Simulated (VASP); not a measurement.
# O2CrFCl in VASP: further runs, part 2 of 2

VASP 6.6.1. The steps go on from the part before.

### 5 Electron localisation function, PBE, collinear spin, ferromagnetic start

Input file INCAR:

```
SYSTEM = CrClO2F
  ALGO = Fast
  EDIFF = 1E-7
  ENCUT = 520
  GGA = PE
  ISIF = 2
  ISMEAR = 0
  ISPIN = 2
  LASPH = .True.
  LCHARG = .True.
  LELF = .True.
  LMAXMIX = 4
  LORBIT = 11
  LREAL = .False.
  LWAVE = .False.
  MAGMOM = 0 0 3 0 0
  NELM = 100
  PREC = Accurate
  SIGMA = 0.01
```

Input file KPOINTS:

```
k-points
0
Gamma
  1 1 1
  0 0 0
```

Input file POSCAR:

```
CrClO2F
1.0
   12.0000000000      0.0000000000      0.0000000000
    0.0000000000     12.0000000000      0.0000000000
    0.0000000000      0.0000000000     12.0000000000
O Cr F Cl
2 1 1 1
Direct
    0.4627958300      0.4134083300      0.6074041700
    0.6074375000      0.3933583300      0.4596458300
    0.4919458300      0.4416833300      0.4860708300
    0.3947291700      0.3874750000      0.3982625000
    0.4986041700      0.6160250000      0.4689375000
```

Started as:

```console
$ cat potpaw_PBE.64/O/POTCAR potpaw_PBE.64/Cr_pv/POTCAR potpaw_PBE.64/F/POTCAR potpaw_PBE.64/Cl/POTCAR > POTCAR
$ mpirun -np 1 vasp_gam > vasp.out
```

Run time: 5 min. Hardware: 1 thread of AMD EPYC 9R14 (Zen 4), shared host; peak memory 1.9 GiB.

It converged, with:

| Quantity | Value |
| --- | --- |
| Free energy | -30.8960 eV |
| Largest force | 2.672 eV/Å |
| Gap between the frontier levels | 2.77 eV |
| Net moment | 0.00 μB per cell |
| Valence electrons inside the program's atomic spheres | O 4.95; Cr 11.94; F 6.05; Cl 5.11 |

Forces on the atoms (eV/Å):
```
O   -0.627 -0.603  2.527
O    2.399 -1.023 -0.569
Cr  -1.122  1.696 -1.331
F   -0.667 -0.405 -0.599
Cl   0.017  0.335 -0.028
```

Levels at points of the mesh, in eV from the valence-band top:
Spin up:
| k point | band 17 | band 18 | band 19 | band 20 | band 21 | band 22 |
| --- | --- | --- | --- | --- | --- | --- |
| (0.00, 0.00, 0.00) | -0.48 | -0.46 | 0.00 | 2.77 | 3.29 | 3.80 |
Spin down:
```
           k point  band 16  band 17  band 18  band 19  band 20  band 21  band 22  band 23
(0.00, 0.00, 0.00)    -1.54    -0.48    -0.46     0.00     2.77     3.29     3.80     4.93
```

Caveat: the starting moments collapsed, and a magnetic state may lie lower.

### 6 Single point, r2SCAN0+D3(BJ), collinear spin, ferromagnetic start

POSCAR is that of step 5.

Input file INCAR.step1:

```
ALGO     = Normal         # electronic algorithm
EDIFF    = 1E-5           # SCF threshold, eV
ENCUT    = 400            # plane-wave cutoff, eV
GGA      = PE             # functional
ISIF     = 2              # what is computed and relaxed
ISMEAR   = 0              # smearing method
ISPIN    = 2              # spin polarisation
LASPH    = True           # aspherical terms in the spheres
LCHARG   = False          # write CHGCAR
LMAXMIX  = 4              # l up to which the mixer works
LORBIT   = 11             # projections on sites
LREAL    = False          # projectors in reciprocal space
LWAVE    = True           # write WAVECAR
MAGMOM   = 0 0 3 0 0      # initial moments
NELM     = 60             # most SCF steps
PREC     = Accurate       # precision mode
SIGMA    = 0.01           # smearing width, eV
```

Input file INCAR.step2:

```
AEXX     = 0.25           # exact-exchange fraction
ALGO     = Normal         # electronic algorithm
EDIFF    = 1E-7           # SCF threshold, eV
ENCUT    = 400            # plane-wave cutoff, eV
ISIF     = 2              # what is computed and relaxed
ISMEAR   = 0              # smearing method
ISPIN    = 2              # spin polarisation
ISTART   = 1            
IVDW     = 12             # dispersion correction
LASPH    = True           # aspherical terms in the spheres
LCHARG   = False          # write CHGCAR
LHFCALC  = True           # exact exchange
LMAXMIX  = 4              # l up to which the mixer works
LMIXTAU  = True         
LORBIT   = 11             # projections on sites
LREAL    = False          # projectors in reciprocal space
LWAVE    = False          # write WAVECAR
MAGMOM   = 0 0 3 0 0      # initial moments
METAGGA  = R2SCAN         # meta-GGA
NELM     = 60             # most SCF steps
PREC     = Accurate       # precision mode
PRECFOCK = Fast         
SIGMA    = 0.01           # smearing width, eV
VDW_A1   = 0.4534       
VDW_A2   = 5.8972       
VDW_S6   = 1.0          
VDW_S8   = 1.1846
```

Input file KPOINTS:

```
k-points
0
Gamma
  1 1 1
```

Potentials or basis: VASP PAW PBE potentials, release 64 (O_s, Cr_pv, F_s, Cl).

Started as:

```console
$ cat potpaw_PBE.64/O_s/POTCAR potpaw_PBE.64/Cr_pv/POTCAR potpaw_PBE.64/F_s/POTCAR potpaw_PBE.64/Cl/POTCAR > POTCAR
$ cp INCAR.step1 INCAR
$ mpirun -np 1 vasp_gam > vasp.out
$ cp INCAR.step2 INCAR
$ mpirun -np 1 vasp_gam > vasp.out
```

Run time: 12 min. Hardware: 1 thread of AMD EPYC 9R14 (Zen 4), shared host; peak memory 1.6 GiB.

Results (log left out):

- Free energy: -51.6863 eV
- Largest force: 1.830 eV/Å
- Gap between the frontier levels: 5.19 eV
- Net moment: 0.00 μB per cell
- Valence electrons inside the program's atomic spheres: O 5.84; Cr 11.94; F 6.88; Cl 5.13
- Dispersion energy per atom: -0.008 eV

Forces on the atoms (eV/Å):
```
O   -0.393 -0.339  1.497
O    1.421 -0.588 -0.358
Cr  -0.777  1.356 -0.952
F   -0.246 -0.159 -0.219
Cl  -0.004 -0.270  0.032
```

Levels at points of the mesh, in eV from the valence-band top:
Spin up:
```
           k point  band 15  band 16  band 17  band 18  band 19  band 20  band 21  band 22  band 23  band 24
(0.00, 0.00, 0.00)    -2.13    -1.66    -0.64    -0.35     0.00     5.19     5.75     6.21     7.37     8.01
```
Spin down:
| k point | band 17 | band 18 | band 19 | band 20 | band 21 | band 22 |
| --- | --- | --- | --- | --- | --- | --- |
| (0.00, 0.00, 0.00) | -0.64 | -0.35 | 0.00 | 5.19 | 5.75 | 6.21 |

Caveat: the starting moments collapsed, and a magnetic state may lie lower; the PAW data sets were made with another functional, which shifts forces and pressure a little.

### 7 Single point, HSE06, collinear spin, ferromagnetic start

POSCAR is that of step 6.

Input file INCAR.step1:

```
PREC = Accurate
ENCUT = 520
EDIFF = 1E-5
ISMEAR = 0
SIGMA = 0.01
LREAL = F
LASPH = T
NELM = 80
ALGO = Normal
ISIF = 2
LWAVE = T
LCHARG = F
ISPIN = 2
MAGMOM = 0 0 3 0 0
LORBIT = 11
LMAXMIX = 4
GGA = PE
```

Input file INCAR.step2:

```
PREC = Accurate
ENCUT = 520
EDIFF = 1E-7
ISMEAR = 0
SIGMA = 0.01
LREAL = F
LASPH = T
NELM = 80
ALGO = Normal
ISIF = 2
LWAVE = F
LCHARG = F
ISPIN = 2
MAGMOM = 0 0 3 0 0
LORBIT = 11
LMAXMIX = 4
GGA = PE
LHFCALC = T
HFSCREEN = 0.2
PRECFOCK = Normal
ISTART = 1
```

Input file KPOINTS:

```
Automatic mesh
0
Gamma
  1 1 1
```

Potentials or basis: VASP PAW PBE potentials, release 64 (O, Cr_pv, F, Cl).

Started as:

```console
$ cat potpaw_PBE.64/O/POTCAR potpaw_PBE.64/Cr_pv/POTCAR potpaw_PBE.64/F/POTCAR potpaw_PBE.64/Cl/POTCAR > POTCAR
$ cp INCAR.step1 INCAR
$ mpirun -np 1 vasp_gam > vasp.out
$ cp INCAR.step2 INCAR
$ mpirun -np 1 vasp_gam > vasp.out
```

OUTCAR:

```text
PREC = Accurate
   ENCUT = 520
   EDIFF = 1E-7
   ISMEAR = 0
   LREAL = F
   LASPH = T
   NELM = 80
   ISIF = 2
   ISPIN = 2
   LORBIT = 11
   GGA = PE
   LHFCALC = T
   HFSCREEN = 0.2
   PRECFOCK = Normal
   ISTART = 1

 ion  position               nearest neighbor table
   1  0.463  0.413  0.607-   3 1.54
   2  0.607  0.393  0.460-   3 1.54
   3  0.492  0.442  0.486-   1 1.54   2 1.54   4 1.70   5 2.10
   4  0.395  0.387  0.398-   3 1.70
   5  0.499  0.616  0.469-   3 2.10

  LATTYP: Found a simple cubic cell.
 ALAT       =    12.0000000000

  Lattice vectors:

 A1 = (  12.0000000000,   0.0000000000,   0.0000000000)
 A2 = (   0.0000000000,  12.0000000000,   0.0000000000)
 A3 = (   0.0000000000,   0.0000000000,  12.0000000000)

Analysis of symmetry for initial positions (statically):
=====================================================================
 Subroutine PRICEL returns:
 Original cell was already a primitive cell.

 Routine SETGRP: Setting up the symmetry group for a
 simple cubic supercell.

 Subroutine GETGRP returns: Found  1 space group operations
 (whereof  1 operations were pure point group operations)
 out of a pool of 48 trial point group operations.

The static configuration has the point symmetry C_1 .

Analysis of symmetry for dynamics (positions and initial velocities):
=====================================================================
 Subroutine PRICEL returns:
 Original cell was already a primitive cell.

 Routine SETGRP: Setting up the symmetry group for a
 simple cubic supercell.

 Subroutine GETGRP returns: Found  1 space group operations
 (whereof  1 operations were pure point group operations)
 out of a pool of 48 trial point group operations.

The dynamic configuration has the point symmetry C_1 .

Analysis of structural, dynamic, and magnetic symmetry:
=====================================================================
 Subroutine PRICEL returns:
 Original cell was already a primitive cell.

 Routine SETGRP: Setting up the symmetry group for a
 simple cubic supercell.

 Subroutine GETGRP returns: Found  1 space group operations
 (whereof  1 operations were pure point group operations)
 out of a pool of 48 trial point group operations.

The overall configuration has the point symmetry C_1 .

 Subroutine INISYM returns: Found  1 space group operations
 (whereof  1 operations are pure point group operations),
 and found     1 'primitive' translations

----------------------------------------------------------------------------------------

                                     Primitive cell

  volume of cell :    1728.0000

  direct lattice vectors                    reciprocal lattice vectors
    12.000000000  0.000000000  0.000000000     0.083333333  0.000000000  0.000000000
     0.000000000 12.000000000  0.000000000     0.000000000  0.083333333  0.000000000
     0.000000000  0.000000000 12.000000000     0.000000000  0.000000000  0.083333333

  length of vectors
    12.000000000 12.000000000 12.000000000     0.083333333  0.083333333  0.083333333
[... 71 lines left out ...]
   POTIM  = 0.5000    time-step for ionic-motion
   TEBEG  =    0.0;   TEEND  =   0.0 temperature during run
   PSTRESS=    0.0 pullay stress
   NELECT =      38.0000    total number of electrons
   NUPDOWN=      -1.0000    fix difference up-down
   EMIN   =  10.00;   EMAX   =-10.00  energy-range for DOS
   EFERMI =   0.00;   METHOD = LEGACY
   ISMEAR =     0;   SIGMA  =   0.01  broadening in eV -4-tet -1-fermi 0-gaus
   EFERMI_NEDOS =   21; number of points for ismear=-14 and -15
   IALGO  =     38    algorithm
   IMIX   =      1    mixing-type and parameters
     AMIX     =   0.40;   BMIX     =  1.00
     AMIX_MAG =   1.60;   BMIX_MAG =  1.00
  volume/ion in A,a.u.               =     345.60      2332.22
  Fermi-wavevector in a.u.,A,eV,Ry     =   0.458657  0.866736  2.862208  0.210366
  Thomas-Fermi vector in A             =   1.444102
   LORBIT       =     11    0 simple, 1 ext, 2 COOP (PROOUT), +10 PAW based schemes
   GGA     = PE    functional components
   LHFCALC =     T    Hartree Fock is set to
   PRECFOCK=normal    Normal, Fast or Accurate (Low or Medium for compatibility)
   ENCUT4O =  -1.0   cutoff for four orbital integrals eV
   NKREDX  =     1    reduce k-point grid by
   NKREDY  =     1    reduce k-point grid by
   NKREDZ  =     1    reduce k-point grid by
   AEXX    =    0.2500 exact exchange contribution
   HFSCREEN=    0.2000 screening length (either q_TF or 0.3 A-1)
   HFSCREENC=   0.2000 screening length for correlation (either q_TF or 0.3 A-1)
   ENCUTFOCK=  -1.0 apply spherical cutoff to Coloumb kernel
   IVDW    =     0    specifies the selected vdW correction
   LEPSILON=     F    determine dielectric tensor
   LRPA    =     F    only Hartree local field effects (RPA)
 spin polarized calculation
 Gauss-broadening in eV      SIGMA  =   0.01
  energy-cutoff  :      520.00
  volume of cell :     1728.00
 maximum number of plane-waves:     23293
 NGX is ok and might be reduce to    90
  NGX = 70; NGY = 70; NGZ = 70

 number of electron      38.0000005 magnetization      -0.0000000

 number of electron      38.0000005 magnetization       0.0000000

 Free energy of the ion-electron system (eV)
  ---------------------------------------------------
  ext. energy  EPLUGINS =         0.00000000
  ---------------------------------------------------
  free energy    TOTEN  =       -39.24731140 eV

  energy without entropy =      -39.24731140  energy(sigma->0) =      -39.24731140

 E-fermi :  -9.0622     XC(G=0):  -0.6858

 val. band max:       -9.2492674145   @ k =   0.0000   0.0000   0.0000
 cond. band min:      -5.0142894222   @ k =   0.0000   0.0000   0.0000
 fundamental gap:      4.2349779923
 Fermi energy:        -9.0621539846

 spin component 1

 k-point     1 :       0.0000    0.0000    0.0000
  band No.  band energies     occupation
      1     -56.0938      1.00000
      2     -56.0090      1.00000
      3     -55.6726      1.00000
      4     -32.7345      1.00000
      5     -27.1999      1.00000
      6     -26.8226      1.00000
[... 17 lines left out ...]
     24      -2.1609      0.00000
     25      -0.2312      0.00000
 Fermi energy:        -9.0621539846

 spin component 2

 k-point     1 :       0.0000    0.0000    0.0000
  band No.  band energies     occupation
      1     -56.0938      1.00000
      2     -56.0090      1.00000
      3     -55.6726      1.00000
      4     -32.7345      1.00000
      5     -27.1999      1.00000
      6     -26.8226      1.00000
[... 17 lines left out ...]
     24      -2.1609      0.00000
     25      -0.2312      0.00000

------------------------ aborting loop because EDIFF is reached ----------------------------------------

  FORCE on cell =-STRESS in cart. coord.  units (eV):
  Direction    XX          YY          ZZ          XY          YZ          ZX
  --------------------------------------------------------------------------------------
  -------------------------------------------------------------------------------------
  Total        1.2449922      0.0244989      1.3041722     -0.2602542     -0.0352496     -0.3637265
  in kB        1.1543393      0.0227150      1.2092102     -0.2413040     -0.0326829     -0.3372421
  external PRESSURE =       0.7954215 kB  Pullay stress =       0.0000000 kB

 VOLUME and BASIS-vectors are now :
 -----------------------------------------------------------------------------
  energy-cutoff  :      520.00
  volume of cell :     1728.00
      direct lattice vectors                 reciprocal lattice vectors
    12.000000000  0.000000000  0.000000000     0.083333333  0.000000000  0.000000000
     0.000000000 12.000000000  0.000000000     0.000000000  0.083333333  0.000000000
     0.000000000  0.000000000 12.000000000     0.000000000  0.000000000  0.083333333

 POSITION                                       TOTAL-FORCE (eV/Angst)
 -----------------------------------------------------------------------------------
      5.55355      4.96090      7.28885        -0.196899     -0.191914      0.834146
      7.28925      4.72030      5.51575         0.791025     -0.329151     -0.178834
      5.90335      5.30020      5.83285        -0.437377      0.728654     -0.529744
      4.73675      4.64970      4.77915        -0.166664     -0.116055     -0.148340
      5.98325      7.39230      5.62725         0.009916     -0.091533      0.022772
 -----------------------------------------------------------------------------------
    total drift:                                0.001625     -0.001537     -0.000686

  FREE ENERGIE OF THE ION-ELECTRON SYSTEM (eV)
  ---------------------------------------------------
  free  energy   TOTEN  =       -39.2473114050 eV

  energy  without entropy=      -39.2473114050  energy(sigma->0) =      -39.24731140

 total charge

# of ion       s       p       d       tot
------------------------------------------
    1        1.627   3.338   0.000   4.965
    2        1.627   3.338   0.000   4.965
    3        0.614   6.760   4.591  11.964
    4        1.757   4.341   0.000   6.098
    5        1.603   3.514   0.000   5.117
--------------------------------------------------
tot          7.228  21.290   4.591  33.109

 magnetization (x)

# of ion       s       p       d       tot
------------------------------------------
    1       -0.000   0.000   0.000   0.000
    2       -0.000   0.000   0.000   0.000
    3       -0.000  -0.000  -0.000  -0.000
    4       -0.000   0.000   0.000   0.000
    5        0.000   0.000   0.000   0.000
--------------------------------------------------
tot         -0.000   0.000  -0.000  -0.000
```

It took 22 min on 1 thread of AMD EPYC 9R14 (Zen 4), shared host; peak memory 1.9 GiB.

What came out:

```
Free energy                                           : -39.2473 eV
Largest force                                         : 1.001 eV/Å
Gap between the frontier levels                       : 4.23 eV
Net moment                                            : 0.00 μB per cell
Valence electrons inside the program's atomic spheres : O 4.96; Cr 11.96; F 6.10; Cl 5.12
```

Forces on the atoms (eV/Å):
```
O   -0.197 -0.192  0.834
O    0.791 -0.329 -0.179
Cr  -0.437  0.729 -0.530
F   -0.167 -0.116 -0.148
Cl   0.010 -0.092  0.023
```

Caveat: the starting moments collapsed, and a magnetic state may lie lower; the PAW data sets were made with another functional, which shifts forces and pressure a little.
